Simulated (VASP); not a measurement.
# A VASP study of PbO (Litharge) (LDA): structure first, properties next, part 4 of 5

Aim: relax PbO (Litharge), then compute properties on the relaxed cell. The start is a cell from a database of measured crystal structures.

VASP 6.6.1, plane waves and PAW; the level of theory is named at each step.

So far, gap on the k-mesh (eV): step 3 (full relaxation (LDA)) 1.51; step 7 (total and projected DOS (LDA)) 1.28. The relaxed cell has a = 3.946, c = 4.875 Å (conventional setting).

## Step 9: Bands along the symmetry lines (LDA + SOC)

This step: LDA, spin-orbit coupling; plane waves and PAW (Pb_d, O) (VASP 6.6.1).

Levels along the symmetry lines show where the bands peak and cross; KPOINTS_OPT computes them in the converged potential. Spin-orbit coupling needs spinors and the noncollinear program, where each band holds one electron.

Input file INCAR:

```
SYSTEM = PbO
PREC = Accurate
ENCUT = 520
EDIFF = 1E-06
NELM = 100
ISMEAR = 0
SIGMA = 0.05
LREAL = .FALSE.
ALGO = Normal
GGA = CA
LNONCOLLINEAR = .TRUE.
MAGMOM = 0 0 0 0 0 0 0 0 0 0 0 0
NBANDS = 52
GGA_COMPAT = .FALSE.
LASPH = .TRUE.
LSORBIT = .TRUE.
LORBIT = 11
LWAVE = .FALSE.
LCHARG = .FALSE.
KPAR = 4
```

Input file POSCAR:

```
PbO
1.0
    3.9456408187      0.0000000000      0.0000000000
    0.0000000000      3.9456408187      0.0000000000
    0.0000000000      0.0000000000      4.8752987077
Pb O
2 2
Direct
    0.0000000000      0.5000000000      0.7576183927
    0.5000000000      0.0000000000      0.2423816073
    0.5000000000      0.5000000000      0.0000000000
    0.0000000000      0.0000000000      0.0000000000
```

Input file KPOINTS:

```
Automatic mesh
0
Gamma
4 4 3
0 0 0
```

Input file KPOINTS_OPT:

```
Line mode
16
Line-mode
Reciprocal
  0.00000000   0.00000000   0.00000000 GAMMA
  0.00000000   0.50000000   0.00000000 X

  0.00000000   0.50000000   0.00000000 X
  0.50000000   0.50000000   0.00000000 M

  0.50000000   0.50000000   0.00000000 M
  0.00000000   0.00000000   0.00000000 GAMMA

  0.00000000   0.00000000   0.00000000 GAMMA
  0.00000000   0.00000000   0.50000000 Z

  0.00000000   0.00000000   0.50000000 Z
  0.00000000   0.50000000   0.50000000 R

  0.00000000   0.50000000   0.50000000 R
  0.50000000   0.50000000   0.50000000 A

  0.50000000   0.50000000   0.50000000 A
  0.00000000   0.00000000   0.50000000 Z

  0.00000000   0.50000000   0.00000000 X
  0.00000000   0.50000000   0.50000000 R

  0.50000000   0.50000000   0.00000000 M
  0.50000000   0.50000000   0.50000000 A
```

Potentials, in the order of the species: Pb_d and O (LDA family, release 64).

On the command line:

```
> mpirun -np 4 vasp_ncl
```

The program printed:

```text
[... set-up lines as in an earlier step ...]
 entering main loop
       N       E                     dE             d eps       ncg     rms          rms(c)
DAV:   1     0.550298807914E+03    0.55030E+03   -0.18841E+04  1248   0.187E+03
DAV:   2     0.695457808187E+02   -0.48075E+03   -0.45479E+03  1284   0.527E+02
DAV:   3    -0.220140835996E+02   -0.91560E+02   -0.86043E+02  1552   0.247E+02
DAV:   4    -0.291838421648E+02   -0.71698E+01   -0.70734E+01  1668   0.699E+01
DAV:   5    -0.293345460163E+02   -0.15070E+00   -0.15043E+00  1620   0.120E+01    0.117E+01
DAV:   6    -0.253577341682E+02    0.39768E+01   -0.14274E+01  1944   0.432E+01    0.499E+00
DAV:   7    -0.252326706717E+02    0.12506E+00   -0.25757E+00  1696   0.145E+01    0.247E+00
DAV:   8    -0.251896694824E+02    0.43001E-01   -0.55336E-01  1792   0.533E+00    0.755E-01
DAV:   9    -0.251716206550E+02    0.18049E-01   -0.29488E-02  1928   0.292E+00    0.173E-01
DAV:  10    -0.251724346913E+02   -0.81404E-03   -0.84642E-03  1616   0.789E-01    0.105E-01
DAV:  11    -0.251726620457E+02   -0.22735E-03   -0.62237E-04  2092   0.283E-01    0.729E-02
DAV:  12    -0.251725386793E+02    0.12337E-03   -0.40619E-04  1932   0.312E-01    0.189E-02
DAV:  13    -0.251725383227E+02    0.35654E-06   -0.62841E-05  1692   0.727E-02    0.137E-02
DAV:  14    -0.251725372190E+02    0.11037E-05   -0.80215E-06  1684   0.221E-02    0.694E-03
DAV:  15    -0.251725366463E+02    0.57277E-06   -0.66381E-07   760   0.795E-03
   1 F= -.25172537E+02 E0= -.25172537E+02  d E =-.173793E-15  mag=     0.0000     0.0000    -0.0000
 Start KPOINTS_OPT (optional k-point list driver)
k-point batch [1-12\144]
       N       E                     dE             ncg
DAV:   1     0.391029642965E+04    0.11607E+04     1248
DAV:   2    -0.167800756949E+04   -0.55883E+04     1248
DAV:   3    -0.270384628704E+04   -0.10258E+04     1492
DAV:   4    -0.279051010258E+04   -0.86664E+02     1664
DAV:   5    -0.279312244169E+04   -0.26123E+01     1624
DAV:   6    -0.279324762303E+04   -0.12518E+00     1716
DAV:   7    -0.279325536672E+04   -0.77437E-02     1852
DAV:   8    -0.279325555127E+04   -0.18455E-03     1844
DAV:   9    -0.279325555422E+04   -0.29465E-05     1376
DAV:  10    -0.279325555438E+04   -0.15838E-06     1008
[...]
k-point batch [133-144\144]
       N       E                     dE             ncg
DAV:   1     0.374326832734E+04   -0.13617E+05     1248
DAV:   2    -0.179463754408E+04   -0.55379E+04     1288
DAV:   3    -0.273834034947E+04   -0.94370E+03     1556
DAV:   4    -0.281419033790E+04   -0.75850E+02     1592
DAV:   5    -0.281636380221E+04   -0.21735E+01     1576
DAV:   6    -0.281646714315E+04   -0.10334E+00     1600
DAV:   7    -0.281647341520E+04   -0.62720E-02     1768
DAV:   8    -0.281647359873E+04   -0.18354E-03     1660
DAV:   9    -0.281647360141E+04   -0.26795E-05     1396
DAV:  10    -0.281647360157E+04   -0.16419E-06      892
```

Wall time 5.5 min (4 MPI ranks of Intel Xeon Platinum 8488C (Sapphire Rapids), shared host); peak memory 1.5 GiB; 22 min of CPU time.

OUTCAR, selected parts (step 9):

```text
   k-points           NKPTS =     12   k-points in BZ     NKDIM =     12   number of bands    NBANDS=     52

   NELECT =      40.0000    total number of electrons

 E-fermi :   5.5477

 k-point     1 :       0.0000    0.0000    0.0000
  band No.  band energies     occupation
    ...
     36       3.4436      1.00000
     37       3.5468      1.00000
     38       3.5468      1.00000
     39       5.2792      1.00000
     40       5.2792      1.00000
     41       7.6464      0.00000
     42       7.6464      0.00000
     43       9.9359      0.00000
     44       9.9359      0.00000
     45      10.5112      0.00000
    ...

  Total       -0.1267088     -0.1267088     -0.0174796      0.0000000      0.0000000      0.0000000
  in kB       -2.6747374     -2.6747374     -0.3689829      0.0000000      0.0000000      0.0000000
  external PRESSURE =      -1.9061526 kB  Pullay stress =       0.0000000 kB

 POSITION                                       TOTAL-FORCE (eV/Angst)
 -----------------------------------------------------------------------------------
      0.00000      1.97282      3.69362         0.000000      0.000000     -0.018250
      1.97282      0.00000      1.18168        -0.000000      0.000000      0.018250
      1.97282      1.97282      0.00000         0.000000      0.000000      0.000000
      0.00000      0.00000      0.00000         0.000000     -0.000000      0.000000
 -----------------------------------------------------------------------------------
    total drift:                                0.000000      0.000000      0.000000

  FREE ENERGIE OF THE ION-ELECTRON SYSTEM (eV)
  ---------------------------------------------------
  free  energy   TOTEN  =       -25.1725366463 eV

  energy  without entropy=      -25.1725366463  energy(sigma->0) =      -25.17253665

 Spin-Orbit-Coupling matrix elements
 Ion:    1  E_soc:     -0.7997624
 Ion:    2  E_soc:     -0.7997624
 Ion:    3  E_soc:     -0.0009910
 Ion:    4  E_soc:     -0.0009910

 magnetization (x)
# of ion       s       p       d       tot
------------------------------------------
    1        0.000  -0.000   0.000  -0.000
    2        0.000  -0.000   0.000  -0.000
    3       -0.000   0.000   0.000  -0.000
    4        0.000   0.000   0.000   0.000
--------------------------------------------------
tot          0.000  -0.000   0.000  -0.000

 magnetization (y)
# of ion       s       p       d       tot
------------------------------------------
    1        0.000   0.000   0.000   0.000
    2        0.000   0.000   0.000   0.000
    3        0.000  -0.000   0.000  -0.000
    4        0.000  -0.000   0.000  -0.000
--------------------------------------------------
tot          0.000  -0.000   0.000  -0.000

 magnetization (z)
# of ion       s       p       d       tot
------------------------------------------
    1        0.000   0.000   0.000   0.000
    2       -0.000   0.000   0.000  -0.000
    3        0.000   0.000   0.000   0.000
    4       -0.000   0.000   0.000   0.000
--------------------------------------------------
tot         -0.000   0.000   0.000   0.000

[... 7 parts as in an earlier step ...]

[... 9 further parts left out ...]
```

LASPH is on here and off in scalar runs of this session, so a comparison with those holds both changes. VASP adds spin-orbit coupling inside the spheres on scalar-relativistic partial waves, which describe the 6p1/2 states imperfectly, so such gaps can be off by a tenth of an eV or more.

This step gave:

| Item | Value |
| --- | --- |
| SCF cycles | 15 |
| irreducible k-points | 12 |
| free energy (TOTEN) | -25.17 eV |
| Fermi energy | 5.548 eV |
| pressure | -0.1906 GPa |
| least gap on mesh and path | 0.9845 eV |
| least direct gap on mesh and path | 2.171 eV |
| valence top at k | 0.1, 0.1, 0 |
| conduction bottom at k | 0.5, 0.5, 0 |
| least direct gap at k | 0.5, 0.5, 0 |

On-site spin-orbit energy by atom:

```tsv
atom	on-site spin-orbit energy (eV)
Pb1	-0.800
Pb2	-0.800
O3	-0.001
O4	-0.001
```

The electronic bands at the labelled points (eV, zero at the valence-band top; v1 is the highest filled band, c1 the lowest empty one):

```tsv
point	v4	v3	v2	v1	c1	c2	c3	c4
Γ	-1.75	-1.75	-0.02	-0.02	2.35	2.35	4.64	4.64
0.47 of the way	-2.06	-2.06	-0.16	-0.16	3.21	3.21	3.63	3.63
X	-1.79	-1.79	-1.79	-1.79	3.36	3.36	3.36	3.36
0.47 of the way	-1.64	-1.64	-1.51	-1.51	2.53	2.53	2.56	2.56
M	-1.19	-1.19	-1.19	-1.19	0.98	0.98	0.98	0.98
0.53 of the way	-1.45	-1.45	-0.41	-0.41	3.02	3.02	3.50	3.50
Γ	-1.75	-1.75	-0.02	-0.02	2.35	2.35	4.64	4.64
0.53 of the way	-1.76	-1.76	-0.41	-0.41	1.82	1.82	3.80	3.80
Z	-1.77	-1.77	-1.04	-1.04	1.68	1.68	3.43	3.43
0.47 of the way	-1.21	-1.21	-1.02	-1.02	1.99	1.99	2.95	2.95
R	-1.06	-1.06	-1.06	-1.06	3.04	3.04	3.04	3.04
0.47 of the way	-1.57	-1.57	-1.44	-1.44	3.29	3.29	3.34	3.34
A	-1.19	-1.19	-1.19	-1.19	3.26	3.26	3.26	3.26
0.53 of the way	-1.45	-1.45	-1.12	-1.12	2.12	2.12	3.48	3.48
Z	-1.77	-1.77	-1.04	-1.04	1.68	1.68	3.43	3.43
jump to X	-1.79	-1.79	-1.79	-1.79	3.36	3.36	3.36	3.36
0.47 of the way	-1.41	-1.41	-1.41	-1.41	3.21	3.21	3.21	3.21
R	-1.06	-1.06	-1.06	-1.06	3.04	3.04	3.04	3.04
jump to M	-1.19	-1.19	-1.19	-1.19	0.98	0.98	0.98	0.98
0.53 of the way	-1.19	-1.19	-1.19	-1.19	1.96	1.96	1.96	1.96
A	-1.19	-1.19	-1.19	-1.19	3.26	3.26	3.26	3.26
```

Of the projections kept (Pb, O), the largest for each band there, as a share of the weight inside these atoms' spheres; weight between the spheres isn't counted:

```tsv
point	v4	v3	v2	v1	c1	c2	c3	c4
Γ	O 0.91	O 0.91	O 0.58	O 0.58	Pb 0.79	Pb 0.79	Pb 0.94	Pb 0.94
X	O 0.60	O 0.60	O 0.60	O 0.60	Pb 0.58	Pb 0.58	Pb 0.58	Pb 0.58
M	O 0.97	O 0.97	O 0.97	O 0.97	Pb 0.80	Pb 0.80	Pb 0.80	Pb 0.80
Γ	O 0.91	O 0.91	O 0.58	O 0.58	Pb 0.79	Pb 0.79	Pb 0.94	Pb 0.94
Z	O 0.90	O 0.90	O 0.78	O 0.78	Pb 0.86	Pb 0.86	Pb 0.91	Pb 0.91
R	O 0.69	O 0.69	O 0.69	O 0.69	O 0.58	O 0.58	O 0.58	O 0.58
```

The gap moves by -0.01 eV against LDA, which ran on another mesh.

## Step 10: Starting orbitals for the hybrid

This step: LDA; plane waves and PAW (Pb_d, O) (VASP 6.6.1).

A hybrid converges badly from random orbitals, so a cheap semilocal run writes a WAVECAR on the same mesh first.

Input file INCAR:

```
SYSTEM = PbO
PREC = Accurate
ENCUT = 520
EDIFF = 1E-05
NELM = 100
ISMEAR = 0
SIGMA = 0.05
LREAL = .FALSE.
ALGO = Normal
GGA = CA
NBANDS = 26
LORBIT = 11
LWAVE = .TRUE.
LCHARG = .FALSE.
KPAR = 4
```

POSCAR is that of step 9.

KPOINTS is that of step 9.

On the command line:

```
> mpirun -np 4 vasp_std
```

The program printed:

```text
[... set-up lines as in an earlier step ...]
 entering main loop
       N       E                     dE             d eps       ncg     rms          rms(c)
DAV:   1     0.455999063336E+03    0.45600E+03   -0.20045E+04   624   0.184E+03
DAV:   2     0.329687822103E+02   -0.42303E+03   -0.41022E+03   644   0.470E+02
DAV:   3    -0.261170548746E+02   -0.59086E+02   -0.57529E+02   814   0.192E+02
DAV:   4    -0.286622918857E+02   -0.25452E+01   -0.25318E+01   708   0.413E+01
DAV:   5    -0.287422736951E+02   -0.79982E-01   -0.79942E-01   806   0.781E+00    0.119E+01
DAV:   6    -0.246610961208E+02    0.40812E+01   -0.24091E+01   962   0.427E+01    0.520E+00
DAV:   7    -0.244622345806E+02    0.19886E+00   -0.27557E+00   794   0.127E+01    0.241E+00
DAV:   8    -0.244163463240E+02    0.45888E-01   -0.63091E-01   686   0.535E+00    0.947E-01
DAV:   9    -0.243975491282E+02    0.18797E-01   -0.81630E-02   996   0.260E+00    0.226E-01
DAV:  10    -0.243985139588E+02   -0.96483E-03   -0.12487E-02   780   0.758E-01    0.780E-02
DAV:  11    -0.243983391897E+02    0.17477E-03   -0.17910E-03  1100   0.358E-01    0.623E-02
DAV:  12    -0.243982972614E+02    0.41928E-04   -0.16283E-04   906   0.131E-01    0.368E-02
DAV:  13    -0.243982816107E+02    0.15651E-04   -0.68425E-05   704   0.681E-02    0.693E-03
DAV:  14    -0.243982818760E+02   -0.26528E-06   -0.69529E-06   336   0.382E-02
   1 F= -.24398282E+02 E0= -.24398282E+02  d E =-.213037E-11
 writing wavefunctions
```

It took 10 s on 4 MPI ranks; peak memory 0.64 GiB; 38 s of CPU time.

OUTCAR, selected parts (step 10):

```text
   k-points           NKPTS =     12   k-points in BZ     NKDIM =     12   number of bands    NBANDS=     26

   NELECT =      40.0000    total number of electrons

 E-fermi :   5.5358

 k-point     1 :       0.0000    0.0000    0.0000
  band No.  band energies     occupation
    ...
     16       0.8147      2.00000
     17       3.5114      2.00000
     18       3.5459      2.00000
     19       3.5459      2.00000
     20       5.3154      2.00000
     21       7.8250      0.00000
     22      10.8737      0.00000
     23      10.8737      0.00000
     24      10.9617      0.00000
     25      12.0334      0.00000
    ...

  Total        0.0232271      0.0232271     -0.0079905      0.0000000      0.0000000      0.0000000
  in kB        0.4903075      0.4903075     -0.1686746      0.0000000      0.0000000      0.0000000
  external PRESSURE =       0.2706468 kB  Pullay stress =       0.0000000 kB

 POSITION                                       TOTAL-FORCE (eV/Angst)
 -----------------------------------------------------------------------------------
      0.00000      1.97282      3.69362        -0.000000      0.000000      0.007012
      1.97282      0.00000      1.18168         0.000000      0.000000     -0.007012
      1.97282      1.97282      0.00000        -0.000000     -0.000000      0.000000
      0.00000      0.00000      0.00000        -0.000000      0.000000      0.000000
 -----------------------------------------------------------------------------------
    total drift:                                0.000000      0.000000      0.000000

  FREE ENERGIE OF THE ION-ELECTRON SYSTEM (eV)
  ---------------------------------------------------
  free  energy   TOTEN  =       -24.3982818760 eV

  energy  without entropy=      -24.3982818760  energy(sigma->0) =      -24.39828188

[... 8 parts as in an earlier step ...]

[... 8 further parts left out ...]
```

Numbers from this step:

```yaml
scf_cycles: 14
bands: 26
free_energy_toten: -24.40 eV
fermi_energy: 5.536 eV
pressure: 0.02706 GPa
valence_top_at_k: 0, 0, 0
gap_on_the_k_mesh: 1.020 eV
least_direct_gap_on_the_k_mesh: 2.144 eV
```

The run ends at a pressure of 0.03 GPa, with forces up to 0.0070 eV/Å.

(Part 4 of 5 ends here.)

[Lines on the potential files, build, host, timing and source positions are cut from VASP's logs without a mark.]

[Logs are printed without paths, hosts, clocks, repeated set-up lines and the standing remarks that a program may print on its own settings, such as how far it seeks lower states.]

[Hosts, paths, dates, database ids (printed as entryN), source tags and the programs' standing remarks are cut or masked in the printed files.]

[A measured line is paired with the nearest computed mode of its activity, which favours agreement.]

[In band tables of VASP the shares of atoms and orbitals are scaled to a sum of 1 inside the atoms' spheres.]
